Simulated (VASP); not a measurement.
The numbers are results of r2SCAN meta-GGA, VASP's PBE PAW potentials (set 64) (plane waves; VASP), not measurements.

A VASP calculation is set up with these files.

**INCAR**
```
SYSTEM = Pb(111) slab
PREC = Normal; ENCUT = 400; LREAL = F
LASPH = T
EDIFF = 1E-5; NELM = 100; NELMIN = 4
ALGO = Normal; LMAXMIX = 4; LMIXTAU = T
ISMEAR = 1; SIGMA = 0.1
METAGGA = R2SCAN
IBRION = 2; NSW = 120; ISIF = 2
EDIFFG = -0.03
LWAVE = T; LCHARG = F
DIPOL = 0.5 0.5 0.5
LDIPOL = T; IDIPOL = 3
```

**KPOINTS**
```
Automatic mesh
0
Gamma
9 9 1
0 0 0
```

POSCAR:
```
Pb(111) slab
1
    3.5283122991     0.0000000000     0.0000000000
   -1.7641556455     3.0556081522    -0.0000000000
   -0.0000000000    -0.0000000000    26.6439830718
Pb
4
Direct
  0.0000000000   0.0000000000   0.3402711684
  0.6666670000   0.3333330000   0.4412760060
  0.3333330000   0.6666670000   0.5587239940
  0.0000000000   0.0000000000   0.6597288316
```

POTCAR, in this order: Pb_d (PBE.64 set). Program: vasp_std.

Unless said otherwise, spin-orbit coupling is left out, though it shifts the bands of the heavy elements here.

Q: Predict the energy per atom (σ→0), band gap (on the k-mesh).

A: 
```yaml
energy per atom (σ→0): -56.197 eV/atom
band gap (on the k-mesh): none (metal, semimetal or under 0.01 eV)
```

**OSZICAR**
```
...
DAV:   5    -0.224786139384E+03   -0.24701E-03   -0.35252E-05   592   0.597E-02    0.133E-03
DAV:   6    -0.224786274326E+03   -0.13494E-03   -0.10268E-04   600   0.871E-02    0.225E-03
DAV:   7    -0.224786409049E+03   -0.13472E-03   -0.49875E-05   600   0.542E-02    0.111E-03
DAV:   8    -0.224786479055E+03   -0.70006E-04   -0.15175E-05   502   0.303E-02    0.112E-03
DAV:   9    -0.224786578809E+03   -0.99754E-04   -0.41074E-05   600   0.416E-02    0.938E-04
DAV:  10    -0.224786598482E+03   -0.19673E-04   -0.43360E-06   493   0.197E-02    0.543E-04
DAV:  11    -0.224786603071E+03   -0.45891E-05   -0.59907E-06   493   0.189E-02
   4 F= -.22478660E+03 E0= -.22478625E+03  d E =-.123764E+00
```

The cell is a thin slab with vacuum, built from Pb (fcc): (111) face.
